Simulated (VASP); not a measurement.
ZnCd3Se3S:

```
Zn Cd Se S
1.0
     3.98428    0.00000    0.00000
     0.00000    3.98428    0.00000
     0.00000    0.00000   11.46438
Zn Cd Se S
1 3 3 1
Cartesian
  0.0000 0.0000 5.7322
  1.9921 1.9921 8.6490
  0.0000 0.0000 0.0000
  1.9921 1.9921 2.8154
  0.0000 0.0000 8.5981
  1.9921 1.9921 0.0000
  0.0000 0.0000 2.8663
  1.9921 1.9921 5.7322
```

The cell was built by a generator and needn't be a form met in nature.

* Program: VASP 6.6.1
* Task: relaxation of cell and atoms
* Functional: PBE
* Potentials or basis: VASP PAW PBE potentials, release 64 (Zn, Cd, Se, S)
* Cutoff: 520 eV
* k mesh: 4 × 4 × 2
* Occupations: gaussian, width 0.15 eV
* Spin: no spin polarisation

At the start: pressure -1.1 GPa; volume 22.75 Å³/atom.

Question: Where does the relaxation end?

Answer: Over 12 steps the energy falls by 35.5 meV/atom and the volume is 22.20 Å³/atom (-2.4 %); space group P4/mmm (No. 123, to 0.05 Å).

The path:
```tsv
step	energy change (eV)	largest force (eV/Å)	pressure (GPa)	volume (Å³)
1	0.0000	0.5587	-1.10	181.99
2	-0.0780	0.5387	-0.10	177.90
3	-0.1009	0.4541	3.92	168.24
4	-0.1236	0.4886	2.03	172.51
5	-0.1687	0.4289	1.85	172.92
6	-0.2505	0.2501	1.49	174.10
7	-0.2560	0.1546	1.36	174.57
8	-0.2773	0.1378	0.00	177.50
9	-0.2783	0.1354	0.02	177.90
10	-0.2789	0.1320	-0.24	178.69
11	-0.2816	0.1079	-0.20	178.41
12	-0.2843	0.0393	0.07	177.58
```

Final structure:
```
Zn Cd Se S
1.0
     4.01346    0.00000    0.00000
     0.00000    4.01346    0.00000
     0.00000    0.00000   11.02415
Zn Cd Se S
1 3 3 1
Direct
  0.00000 0.00000 0.50000
  0.50000 0.50000 0.73915
  0.00000 0.00000 0.00000
  0.50000 0.50000 0.26085
  0.00000 0.00000 0.73470
  0.50000 0.50000 0.00000
  0.00000 0.00000 0.26530
  0.50000 0.50000 0.50000
```

Caveat: the k mesh is coarse (spacing up to 0.39 Å⁻¹), so the values aren't converged.
